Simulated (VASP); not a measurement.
# YRhS3 (Pm-3m) in VASP: single point with PBE

Aim: the single point of YRhS3 with PBE.

Program: VASP 6.6.1. These are calculated values, not measurements. Logs are shortened: lines on timing, memory, paths and dates and some standing lists are left out, and cuts for length are marked.

## 1. Starting point

Symmetry: Pm-3m, No. 221, cubic system. Conventional cell: a = 4.684 Å, b = 4.684 Å, c = 4.684 Å, α = 90.00°, β = 90.00°, γ = 90.00°. Y (site symmetry m-3m) is surrounded by 12 S at 3.31 Å. Rh (site symmetry m-3m) is surrounded by 6 S at 2.34 Å. Around S (site symmetry 4/mmm) lie 2 Rh at 2.34 Å.

The cell was built by a generator and needn't be a form met in nature.

## 2. Single point, PBE, collinear spin, typed start

Input file INCAR:

```
PREC = Accurate
ENCUT = 520
EDIFF = 1E-6
ISMEAR = 0
SIGMA = 0.1
LREAL = F
LASPH = T
NELM = 150
ALGO = Normal
ISIF = 2
LWAVE = F
LCHARG = T
ISPIN = 2
MAGMOM = 0 1 0 0 0
LORBIT = 11
LMAXMIX = 4
GGA = PE
LELF = T
LVHAR = T
NBANDS = 34
```

Input file KPOINTS:

```
regular mesh
0
Gamma
  4 4 4
```

Input file POSCAR:

```
YRhS3
1.0
    4.6841072600      0.0000000000      0.0000000000
    0.0000000000      4.6841072600      0.0000000000
    0.0000000000      0.0000000000      4.6841072600
Y Rh S
1 1 3
Direct
    0.5000000000      0.5000000000      0.5000000000
    0.0000000000      0.0000000000      0.0000000000
    0.5000000000      0.0000000000      0.0000000000
    0.0000000000      0.5000000000      0.0000000000
    0.0000000000      0.0000000000      0.5000000000
```

Potentials or basis: VASP PAW PBE potentials, release 64 (Y_sv, Rh_pv, S).

Command:

```console
$ cat potpaw_PBE.64/Y_sv/POTCAR potpaw_PBE.64/Rh_pv/POTCAR potpaw_PBE.64/S/POTCAR > POTCAR
$ mpirun -np 1 vasp_std > vasp.out
```

OUTCAR:

```text
PREC = Accurate
   ENCUT = 520
   EDIFF = 1E-6
   ISMEAR = 0
   LREAL = F
   LASPH = T
   NELM = 150
   ISIF = 2
   ISPIN = 2
   LORBIT = 11
   GGA = PE

 ion  position               nearest neighbor table
   1  0.500  0.500  0.500-   3 3.31   4 3.31   5 3.31   3 3.31   4 3.31   3 3.31   5 3.31   3 3.31
                             4 3.31   5 3.31   4 3.31   5 3.31
   2  0.000  0.000  0.000-   3 2.34   4 2.34   5 2.34   5 2.34   4 2.34   3 2.34
   3  0.500  0.000  0.000-   2 2.34   2 2.34   1 3.31   1 3.31   1 3.31   1 3.31
   4  0.000  0.500  0.000-   2 2.34   2 2.34   1 3.31   1 3.31   1 3.31   1 3.31
   5  0.000  0.000  0.500-   2 2.34   2 2.34   1 3.31   1 3.31   1 3.31   1 3.31

  LATTYP: Found a simple cubic cell.
 ALAT       =     4.6841072600

  Lattice vectors:

 A1 = (   4.6841072600,   0.0000000000,   0.0000000000)
 A2 = (   0.0000000000,   4.6841072600,   0.0000000000)
 A3 = (   0.0000000000,   0.0000000000,   4.6841072600)

Analysis of symmetry for initial positions (statically):
=====================================================================
 Subroutine PRICEL returns:
 Original cell was already a primitive cell.

 Routine SETGRP: Setting up the symmetry group for a
 simple cubic supercell.

 Subroutine GETGRP returns: Found 48 space group operations
 (whereof 48 operations were pure point group operations)
 out of a pool of 48 trial point group operations.

The static configuration has the point symmetry O_h .

Analysis of symmetry for dynamics (positions and initial velocities):
=====================================================================
 Subroutine PRICEL returns:
 Original cell was already a primitive cell.

 Routine SETGRP: Setting up the symmetry group for a
 simple cubic supercell.

 Subroutine GETGRP returns: Found 48 space group operations
 (whereof 48 operations were pure point group operations)
 out of a pool of 48 trial point group operations.

The dynamic configuration has the point symmetry O_h .

Analysis of structural, dynamic, and magnetic symmetry:
=====================================================================
 Subroutine PRICEL returns:
 Original cell was already a primitive cell.

 Routine SETGRP: Setting up the symmetry group for a
 simple cubic supercell.

[... 124 lines left out ...]
   LEPSILON=     F    determine dielectric tensor
   LRPA    =     F    only Hartree local field effects (RPA)
 spin polarized calculation
 Gauss-broadening in eV      SIGMA  =   0.10
  energy-cutoff  :      520.00
  volume of cell :      102.77
 maximum number of plane-waves:      2800
 NGX is ok and might be reduce to    36
   NGX = 17   NGY = 17   NGZ = 17

 number of electron      44.0000004 magnetization       0.9365749

 Free energy of the ion-electron system (eV)
  ---------------------------------------------------
  ext. energy  EPLUGINS =         0.00000000
  ---------------------------------------------------
  free energy    TOTEN  =       -29.19498825 eV

  energy without entropy =      -29.16010831  energy(sigma->0) =      -29.17754828

 E-fermi :   5.4452     XC(G=0): -10.3284

 val. band max:        5.4210533914   @ k =   0.5000   0.5000   0.2500
 cond. band min:       5.4538493404   @ k =   0.5000   0.0000   0.0000
 fundamental gap:      0.0327959489
 Fermi energy:         5.4452061626

 spin component 1

 k-point     1 :       0.0000    0.0000    0.0000
  band No.  band energies     occupation
      1     -41.0515      1.00000
      2     -41.0515      1.00000
      3     -41.0515      1.00000
      4     -38.6047      1.00000
      5     -18.4394      1.00000
      6     -18.4394      1.00000
[... 359 lines left out ...]
     33      12.9604      0.00000
     34      14.6758      0.00000
 Fermi energy:         5.4452061626

 spin component 2

 k-point     1 :       0.0000    0.0000    0.0000
  band No.  band energies     occupation
      1     -40.6304      1.00000
      2     -40.6304      1.00000
      3     -40.6304      1.00000
      4     -38.6032      1.00000
      5     -18.4379      1.00000
      6     -18.4379      1.00000
[... 359 lines left out ...]
     33      13.0396      0.00000
     34      14.7496      0.00000

------------------------ aborting loop because EDIFF is reached ----------------------------------------

  FORCE on cell =-STRESS in cart. coord.  units (eV):
  Direction    XX          YY          ZZ          XY          YZ          ZX
  --------------------------------------------------------------------------------------
  -------------------------------------------------------------------------------------
  Total       -1.7485130     -1.7485130     -1.7485130      0.0000000      0.0000000      0.0000000
  in kB      -27.2583111    -27.2583111    -27.2583111      0.0000000      0.0000000      0.0000000
  external PRESSURE =     -27.2583111 kB  Pullay stress =       0.0000000 kB

 VOLUME and BASIS-vectors are now :
 -----------------------------------------------------------------------------
  energy-cutoff  :      520.00
  volume of cell :      102.77
      direct lattice vectors                 reciprocal lattice vectors
     4.684107260  0.000000000  0.000000000     0.213487853  0.000000000  0.000000000
     0.000000000  4.684107260  0.000000000     0.000000000  0.213487853  0.000000000
     0.000000000  0.000000000  4.684107260     0.000000000  0.000000000  0.213487853

 POSITION                                       TOTAL-FORCE (eV/Angst)
 -----------------------------------------------------------------------------------
      2.34205      2.34205      2.34205         0.000000      0.000000      0.000000
      0.00000      0.00000      0.00000         0.000000      0.000000      0.000000
      2.34205      0.00000      0.00000         0.000000      0.000000      0.000000
      0.00000      2.34205      0.00000         0.000000      0.000000      0.000000
      0.00000      0.00000      2.34205         0.000000      0.000000      0.000000
 -----------------------------------------------------------------------------------
    total drift:                                0.000000      0.000000     -0.000000

  FREE ENERGIE OF THE ION-ELECTRON SYSTEM (eV)
  ---------------------------------------------------
  free  energy   TOTEN  =       -29.1949882485 eV

  energy  without entropy=      -29.1601083147  energy(sigma->0) =      -29.17754828

 total charge

# of ion       s       p       d       f       tot
--------------------------------------------------
    1        2.109   6.075   0.641   0.024   8.850
    2        0.337   6.299   7.232   0.000  13.868
    3        1.348   2.338   0.000   0.000   3.686
    4        1.348   2.338   0.000   0.000   3.686
    5        1.348   2.338   0.000   0.000   3.686
--------------------------------------------------
tot          6.492  19.387   7.874   0.024  33.777

 magnetization (x)

# of ion       s       p       d       f       tot
--------------------------------------------------
    1       -0.002   0.004   0.003   0.001   0.007
    2        0.022   0.004   0.518   0.000   0.544
    3        0.009   0.069   0.000   0.000   0.078
    4        0.009   0.069   0.000   0.000   0.078
    5        0.009   0.069   0.000   0.000   0.078
--------------------------------------------------
tot          0.047   0.215   0.522   0.001   0.785
```

Wall time 71 s (1 thread of Intel Xeon Platinum 8488C (Sapphire Rapids), shared host); peak memory 0.27 GiB.

What came out:

```yaml
Free_energy: -29.1950 eV
Pressure: -2.7 GPa
Band_gap_on_the_k_mesh: none (metal or under the smearing width)
Net_moment: 0.94 μB per cell
Site_moments: Y +0.01; Rh +0.54; S +0.08 μB
Valence_electrons_inside_the_program's_atomic_spheres: Y 8.85; Rh 13.87; S 3.69
```
